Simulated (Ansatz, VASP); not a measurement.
# NiO in two plane-wave programs, part 2 of 2

Wanted: the spread between two codes on one cell, functional and k mesh. The cell is taken from a series of runs on this material, whose earlier steps may have relaxed, scaled, displaced or heated it; both programs get it as it stands.

VASP 6.6.1 and Ansatz 0.2.0.

So far: Set-up; Ansatz: relaxation of cell and atoms, PBE, DFT+U.

## Step 3: VASP: relaxation of cell and atoms, PBE, DFT+U

Level of this step: PBE, DFT+U (Ni d 6.2 eV), spin-polarised from an antiferromagnetic start; plane waves and PAW (Ni, O) (VASP).

The same cell, functional, mesh and smearing now go to VASP, with its own data sets.

Lines of VASP's logs that name or quote its potential files are left out, and so is its time.

INCAR reads:

```
SYSTEM = NiO
PREC = Accurate
ENCUT = 600
EDIFF = 1E-07
NELM = 200
ISMEAR = 0
SIGMA = 0.02
LREAL = .FALSE.
ALGO = Normal
GGA = PE
NBANDS = 24
ISPIN = 2
MAGMOM = 1.69 -1.69 0 -0
LDAU = .TRUE.
LDAUTYPE = 2
LDAUL = 2 -1
LDAUU = 6.2 0
LDAUJ = 0 0
LDAUPRINT = 1
LASPH = .TRUE.
LMAXMIX = 4
LORBIT = 11
LWAVE = .FALSE.
LCHARG = .FALSE.
ISIF = 3
IBRION = 2
NSW = 80
EDIFFG = -0.005
GGA_COMPAT = .FALSE.
NELMIN = 4
KPAR = 2
```

POSCAR reads:

```
NiO
1.0
    2.0859020000      4.1718030000      2.0859020000
    4.1718030000      2.0859020000      2.0859020000
    4.1718030000      4.1718030000      0.0000000000
Ni O
2 2
Direct
    0.0000000000      0.0000000000      0.0000000000
    0.0000000000      0.0000000000      0.5000001199
    0.5000000000      0.5000000000      0.7500000599
    0.5000000000      0.5000000000      0.2499999401
```

KPOINTS reads:

```
Automatic mesh
0
Gamma
9 9 9
0 0 0
```

The projector-augmented-wave data sets are Ni and O (PBE family, release 64).

Command:

```
$ mpirun -np 2 vasp_std
```

Numbers of over 12 decimals in the logs are rounded to 6 here.

Output:

```text
[banner, memory and clock lines left out]
running    2 mpi-ranks, on    1 nodes
 distrk:  each k-point on    1 cores,    2 groups
 distr:  one band on    1 cores,    1 groups

 POSCAR found type information on POSCAR NiO
 POSCAR found :  2 types and       4 ions
 LDA part: xc-table for (Slater+PW92), standard interpolation
 POSCAR, INCAR and KPOINTS ok, starting setup
 FFT: planning ... GRIDC
 FFT: planning ... GRID_SOFT
 FFT: planning ... GRID
 WAVECAR not read
 entering main loop
       N       E                     dE             d eps       ncg     rms          rms(c)
DAV:   1     0.263167074472E+03    0.26317E+03   -0.16980E+04  8432   0.199E+03
DAV:   2     0.690283710458E+01   -0.25626E+03   -0.23218E+03  8712   0.383E+02
DAV:   3    -0.188186260384E+02   -0.25721E+02   -0.24879E+02  9504   0.138E+02
DAV:   4    -0.192677817136E+02   -0.44916E+00   -0.44869E+00  9072   0.185E+01
DAV:   5    -0.192771075423E+02   -0.93258E-02   -0.93256E-02 10048   0.258E+00    0.220E+01
DAV:   6    -0.187308644420E+02    0.54624E+00   -0.20229E+01 11808   0.109E+02    0.246E+01
DAV:   7    -0.201208112423E+02   -0.13899E+01   -0.47039E+00  9680   0.400E+01    0.129E+01
DAV:   8    -0.202994002442E+02   -0.17859E+00   -0.10546E+00 11152   0.225E+01    0.927E+00
DAV:   9    -0.204778839446E+02   -0.17848E+00   -0.21005E-01  9936   0.160E+01    0.172E+00
DAV:  10    -0.204769997437E+02    0.88420E-03   -0.97101E-02 12024   0.624E+00    0.473E-01
DAV:  11    -0.204808462721E+02   -0.38465E-02   -0.33134E-02  8312   0.165E+00    0.171E-01
DAV:  12    -0.204813877565E+02   -0.54148E-03   -0.53557E-04 11944   0.319E-01    0.106E-01
DAV:  13    -0.204816002854E+02   -0.21253E-03   -0.30763E-04 10032   0.599E-01    0.603E-02
DAV:  14    -0.204816577599E+02   -0.57475E-04   -0.10761E-04 11048   0.290E-01    0.240E-02
DAV:  15    -0.204816660769E+02   -0.83170E-05   -0.33586E-05  9912   0.740E-02    0.110E-02
DAV:  16    -0.204816692670E+02   -0.31901E-05   -0.38262E-06 12176   0.415E-02    0.532E-03
DAV:  17    -0.204816706270E+02   -0.13600E-05   -0.18915E-06 12504   0.320E-02    0.601E-03
DAV:  18    -0.204816707810E+02   -0.15397E-06   -0.65137E-07 11712   0.144E-02    0.309E-03
DAV:  19    -0.204816708267E+02   -0.45716E-07   -0.16895E-07  7136   0.939E-03
   1 F= -.20481671E+02 E0= -.20481671E+02  d E =-.204817E+02  mag=    -0.0000
 curvature:   0.00 expect dE= 0.000E+00 dE for cont linesearch  0.000E+00
 trial: gam= 0.00000 g(F)=  0.626E-41 g(S)=  0.264E-02 ort = 0.000E+00 (trialstep = 0.100E+01)
 search vector abs. value=  0.264E-02
 bond charge predicted
       N       E                     dE             d eps       ncg     rms          rms(c)
DAV:   1    -0.205056932476E+02   -0.24022E-01   -0.42500E-01  8176   0.105E+01    0.117E+00
DAV:   2    -0.204844512538E+02    0.21242E-01   -0.69268E-02  8896   0.553E+00    0.941E-01
DAV:   3    -0.204830953339E+02    0.13559E-02   -0.28001E-03  9168   0.623E-01    0.471E-01
DAV:   4    -0.204825839111E+02    0.51142E-03   -0.52779E-04  9168   0.284E-01    0.231E-01
DAV:   5    -0.204823441236E+02    0.23979E-03   -0.82801E-05 13728   0.236E-01    0.678E-02
DAV:   6    -0.204823383062E+02    0.58173E-05   -0.10243E-04  8632   0.201E-01    0.247E-02
DAV:   7    -0.204823412657E+02   -0.29594E-05   -0.14271E-05 10304   0.475E-02    0.113E-02
DAV:   8    -0.204823429936E+02   -0.17280E-05   -0.12269E-06 11264   0.301E-02    0.503E-03
DAV:   9    -0.204823437654E+02   -0.77179E-06   -0.10600E-06  8680   0.163E-02    0.228E-03
DAV:  10    -0.204823438248E+02   -0.59347E-07   -0.10999E-07  4464   0.484E-03
   2 F= -.20482344E+02 E0= -.20482344E+02  d E =-.672998E-03  mag=    -0.0000
 trial-energy change:   -0.000673  1 .order   -0.000695   -0.002635    0.001246
 step:   0.6716(harm=  0.6790)  dis= 0.00000  next Energy=   -20.482549 (dE=-0.878E-03)
 bond charge predicted
       N       E                     dE             d eps       ncg     rms          rms(c)
DAV:   1    -0.204850712899E+02   -0.27275E-02   -0.45654E-02  8184   0.341E+00    0.385E-01
DAV:   2    -0.204827767525E+02    0.22945E-02   -0.74516E-03  8912   0.181E+00    0.304E-01
DAV:   3    -0.204826314361E+02    0.14532E-03   -0.29866E-04  9064   0.198E-01    0.154E-01
DAV:   4    -0.204825792994E+02    0.52137E-04   -0.53806E-05  9184   0.963E-02    0.743E-02
DAV:   5    -0.204825549427E+02    0.24357E-04   -0.91408E-06 13728   0.764E-02    0.211E-02
DAV:   6    -0.204825549616E+02   -0.18829E-07   -0.10897E-05  8480   0.654E-02    0.815E-03
DAV:   7    -0.204825550609E+02   -0.99297E-07   -0.15401E-06 10416   0.152E-02    0.364E-03
DAV:   8    -0.204825550612E+02   -0.33515E-09   -0.79773E-08  4744   0.101E-02
   3 F= -.20482555E+02 E0= -.20482555E+02  d E =-.884235E-03  mag=    -0.0000
 curvature:  -0.34 expect dE=-0.267E-05 dE for cont linesearch -0.431E-06
 trial: gam=-0.01898 g(F)=  0.298E-41 g(S)=  0.787E-05 ort = 0.579E-04 (trialstep = 0.934E+00)
 search vector abs. value=  0.663E-05
 reached required accuracy - stopping structural energy minimisation
```

Parts of OUTCAR (step 3):

```text
ion  position               nearest neighbor table
   1  0.000  0.000  0.000-   3 2.09   4 2.09   3 2.09   4 2.09   4 2.09   3 2.09   2 2.95   2 2.95
                             2 2.95   2 2.95   2 2.95   2 2.95
   2  0.000  0.000  0.500-   3 2.09   3 2.09   3 2.09   4 2.09   4 2.09   4 2.09   1 2.95   1 2.95
                             1 2.95   1 2.95   1 2.95   1 2.95
   3  0.500  0.500  0.750-   2 2.09   2 2.09   1 2.09   1 2.09   1 2.09   2 2.09
   4  0.500  0.500  0.250-   1 2.09   1 2.09   1 2.09   2 2.09   2 2.09   2 2.09

  LATTYP: Found a trigonal (rhomboedric) cell.
 ALAT       =     5.1093955535
 COS(alpha) =     0.8333333866

 Subroutine GETGRP returns: Found 12 space group operations
 (whereof 12 operations were pure point group operations)

The static configuration has the point symmetry D_3d.

 Found     85 irreducible k-points:

   k-points           NKPTS =     85   k-points in BZ     NKDIM =     85   number of bands    NBANDS=     24

   dimension x,y,z NGX =    42 NGY =   42 NGZ =   48
   dimension x,y,z NGXF=    84 NGYF=   84 NGZF=   96

   ENCUT  =  600.0 eV  44.10 Ry    6.64 a.u.  10.20 10.20 11.78*2*pi/ulx,y,z

   NELECT =      32.0000    total number of electrons

 k-points in reciprocal lattice and weights: Automatic mesh
   0.00000000  0.00000000  0.00000000       0.001
   0.11111111 -0.00000000  0.00000000       0.008
   0.22222222 -0.00000000  0.00000000       0.008
   0.33333333  0.00000000  0.00000000       0.008
   0.44444444 -0.00000000  0.00000000       0.008
   0.11111111  0.11111111  0.00000000       0.008
   0.22222222  0.11111111  0.00000000       0.016
   0.33333333  0.11111111  0.00000000       0.016
   0.44444444  0.11111111  0.00000000       0.016
[...]
-0.11111111 -0.22222222  0.22222222       0.016
[...]
0.9837 -0.0000 -0.0000 -0.0000  0.0000
 -0.0000  0.9837  0.0000 -0.0000 -0.0000
 -0.0000  0.0000  1.0311  0.0000  0.0000
 -0.0000 -0.0000  0.0000  0.9837  0.0000
  0.0000 -0.0000  0.0000  0.0000  1.0311

 occupancies and eigenvectors

  o =  0.1552  v =  0.0000 -0.0001 -0.0000  0.0001  1.0000  0.0000  0.0000  0.0000  0.0000  0.0000      0.0000  0.0000  0.0000  0.0000  0.0000  0.0000  0.0000  0.0000  0.0000  0.0000
  o =  0.1552  v =  0.0001 -0.0001 -1.0000 -0.0001 -0.0000  0.0000  0.0000  0.0000  0.0000  0.0000      0.0000  0.0000  0.0000  0.0000  0.0000  0.0000  0.0000  0.0000  0.0000  0.0000
  o =  0.9818  v = -0.8229  0.4018 -0.0002  0.4018  0.0000  0.0000  0.0000  0.0000  0.0000  0.0000      0.0000  0.0000  0.0000  0.0000  0.0000  0.0000  0.0000  0.0000  0.0000  0.0000
  o =  0.9818  v = -0.0000 -0.7071 -0.0000  0.7071 -0.0002  0.0000  0.0000  0.0000  0.0000  0.0000      0.0000  0.0000  0.0000  0.0000  0.0000  0.0000  0.0000  0.0000  0.0000  0.0000
  o =  0.9818  v =  0.5682  0.5819 -0.0000  0.5819 -0.0000  0.0000  0.0000  0.0000  0.0000  0.0000      0.0000  0.0000  0.0000  0.0000  0.0000  0.0000  0.0000  0.0000  0.0000  0.0000
  o =  0.9836  v =  0.0000  0.0000  0.0000  0.0000  0.0000  0.6199  0.5549  0.0001  0.5549 -0.0000      0.0000  0.0000  0.0000  0.0000  0.0000  0.0000  0.0000  0.0000  0.0000  0.0000
  o =  0.9837  v =  0.0000  0.0000  0.0000  0.0000  0.0000 -0.7847  0.4383 -0.0011  0.4383 -0.0000      0.0000  0.0000  0.0000  0.0000  0.0000  0.0000  0.0000  0.0000  0.0000  0.0000
  o =  0.9837  v =  0.0000  0.0000  0.0000  0.0000  0.0000 -0.0000  0.7071 -0.0000 -0.7071  0.0011      0.0000  0.0000  0.0000  0.0000  0.0000  0.0000  0.0000  0.0000  0.0000  0.0000
  o =  1.0311  v =  0.0000  0.0000  0.0000  0.0000  0.0000 -0.0000  0.0008  0.0000 -0.0008 -1.0000      0.0000  0.0000  0.0000  0.0000  0.0000  0.0000  0.0000  0.0000  0.0000  0.0000
  o =  1.0311  v =  0.0000  0.0000  0.0000  0.0000  0.0000  0.0009 -0.0005 -1.0000 -0.0005 -0.0000      0.0000  0.0000  0.0000  0.0000  0.0000  0.0000  0.0000  0.0000  0.0000  0.0000

 average (electrostatic) potential at core
       1 -84.3953       2 -84.3953       3 -67.6290       4 -67.6290

 E-fermi :   6.4239

 spin component 1
 k-point     1 :       0.0000    0.0000    0.0000
  band No.  band energies     occupation
    ...
     12       5.4530      1.00000
     13       5.4530      1.00000
     14       5.4592      1.00000
     15       5.4927      1.00000
     16       5.4928      1.00000
     17       9.6467      0.00000
     18      10.5872      0.00000
     19      10.5878      0.00000
     20      13.5926      0.00000
     21      18.0923      0.00000
    ...

 k-point     2 :       0.1111   -0.0000    0.0000
  band No.  band energies     occupation
    ...
     12       4.8039      1.00000
     13       4.9287      1.00000
     14       4.9564      1.00000
     15       5.8277      1.00000
     16       5.9235      1.00000
     17      10.4444      0.00000
     18      10.5133      0.00000
     19      10.5176      0.00000
     20      14.3171      0.00000
     21      17.9244      0.00000
    ...

 k-point     3 :       0.2222   -0.0000    0.0000
  band No.  band energies     occupation
    ...
     12       4.2705      1.00000
     13       4.4078      1.00000
     14       4.5488      1.00000
     15       5.8865      1.00000
     16       6.0694      1.00000
     17      10.4435      0.00000
     18      10.4642      0.00000
     19      12.0500      0.00000
     20      15.4541      0.00000
     21      17.5947      0.00000
    ...

 k-point     4 :       0.3333    0.0000    0.0000
  band No.  band energies     occupation
    ...
     12       4.1722      1.00000
     13       4.2476      1.00000
     14       4.2797      1.00000
     15       5.7997      1.00000
     16       5.8714      1.00000
     17      10.5847      0.00000
     18      10.6829      0.00000
     19      13.2060      0.00000
     20      15.0812      0.00000
     21      18.1250      0.00000
    ...

 k-point     5 :       0.4444   -0.0000    0.0000
  band No.  band energies     occupation
    ...
     12       4.1074      1.00000
     13       4.1119      1.00000
     14       4.2892      1.00000
     15       5.6221      1.00000
     16       5.7246      1.00000
     17      10.7418      0.00000
     18      10.8978      0.00000
     19      13.5772      0.00000
     20      14.2692      0.00000
     21      18.1167      0.00000
    ...

 k-point     6 :       0.1111    0.1111    0.0000
  band No.  band energies     occupation
    ...
     12       4.4105      1.00000
     13       5.3718      1.00000
     14       5.4576      1.00000
     15       5.4708      1.00000
     16       5.6218      1.00000
     17      10.0881      0.00000
     18      10.6025      0.00000
     19      11.0494      0.00000
     20      14.2610      0.00000
     21      18.0268      0.00000
    ...

  Total        0.0047612      0.0047612      0.0047613     -0.0098727     -0.0098727     -0.0098727
  in kB        0.2087638      0.2087638      0.2087642     -0.4328846     -0.4328847     -0.4328847
  external PRESSURE =       0.2087640 kB  Pullay stress =       0.0000000 kB

  energy-cutoff  :      600.00
  volume of cell :       36.54
      direct lattice vectors                 reciprocal lattice vectors
     2.089625609  4.180343204  2.089625611    -0.239121069  0.239183606  0.239183491
     4.180343204  2.089625609  2.089625611     0.239183606 -0.239121069  0.239183491
     4.180343205  4.180343205 -0.001092990     0.119560506  0.119560506 -0.358743997

 POSITION                                       TOTAL-FORCE (eV/Angst)
 -----------------------------------------------------------------------------------
      0.00000      0.00000      0.00000        -0.000000      0.000000     -0.000000
      2.09017      2.09017     -0.00055         0.000000      0.000000     -0.000000
      6.27024      6.27024      2.08881         0.000000     -0.000000     -0.000000
      4.18007      4.18007      2.08935        -0.000000     -0.000000      0.000000
 -----------------------------------------------------------------------------------
    total drift:                                0.000010      0.000010     -0.000000

  FREE ENERGIE OF THE ION-ELECTRON SYSTEM (eV)
  ---------------------------------------------------
  free  energy   TOTEN  =       -20.4825550612 eV

  energy  without entropy=      -20.4825550612  energy(sigma->0) =      -20.48255506

 reached required accuracy - stopping structural energy minimisation

 total charge
# of ion       s       p       d       tot
------------------------------------------
    1        0.341   0.420   8.241   9.002
    2        0.341   0.420   8.241   9.002
    3        1.546   3.474   0.000   5.020
    4        1.546   3.474   0.000   5.020
--------------------------------------------------
tot          3.774   7.788  16.482  28.045

 magnetization (x)
# of ion       s       p       d       tot
------------------------------------------
    1       -0.002  -0.005   1.755   1.748
    2        0.002   0.005  -1.755  -1.748
    3        0.000   0.000   0.000   0.000
    4        0.000   0.000   0.000   0.000
--------------------------------------------------
tot          0.000   0.000   0.000   0.000

[... 1 further part left out ...]
```

The magnetic state follows from one typed start and may not be the lowest. The run keeps the 12 symmetry operations of its start, so it cannot find a distortion of lower symmetry.

## Step 4: Differences

Known differences besides the potentials themselves: VASP starts from the moments at which Ansatz ended; U acts on the PAW sphere in VASP and on atomic orbitals in Ansatz, so only states and trends compare; the data sets hold 48 valence electrons in Ansatz (on its default PAW (the set named soft_2) files) and 32 in VASP; the cutoff is 420 eV in Ansatz and 600 eV in VASP; Ansatz adds a Pulay correction to the stress that steers its cell, VASP none; site moments are counted in spheres of each program's own size. Total energies have different zeros and are not compared.

Both answers:

```csv
quantity,Ansatz,VASP,difference
volume (Å³),38.40,36.54,+5.09 %
"edge a after relaxation, in the typed setting (Å)",5.202,5.119,+1.62 %
"edge c after relaxation, in the typed setting (Å)",6.009,5.912,+1.64 %
moment on Ni1 (μB),1.69,1.75,-0.06
moment on Ni2 (μB),-1.69,-1.75,+0.06
```

## Step 5: Summary of results

```json
{
 "difference in volume (relaxation of cell and atoms, PBE, DFT+U)": "5.1 %"
}
```

**Reading.** The difference in volume is 5.1 % (relaxation of cell and atoms, PBE, DFT+U). The data sets hold unlike numbers of valence electrons (48 in Ansatz and 32 in VASP), so part of the differences comes from the potentials. What causes the difference of the relaxation of cell and atoms, PBE, DFT+U pair stays open here. How closely two codes agree says nothing of how well the functional describes the real material.

[Lines on the potential files, build, host, timing and source positions are cut from VASP's logs without a mark.]

[Logs are printed without paths, hosts, clocks, repeated set-up lines and the standing remarks that a program may print on its own settings, such as how far it seeks lower states.]

[Hosts, paths, dates, database ids (printed as entryN), source tags and the programs' standing remarks are cut or masked in the printed files.]
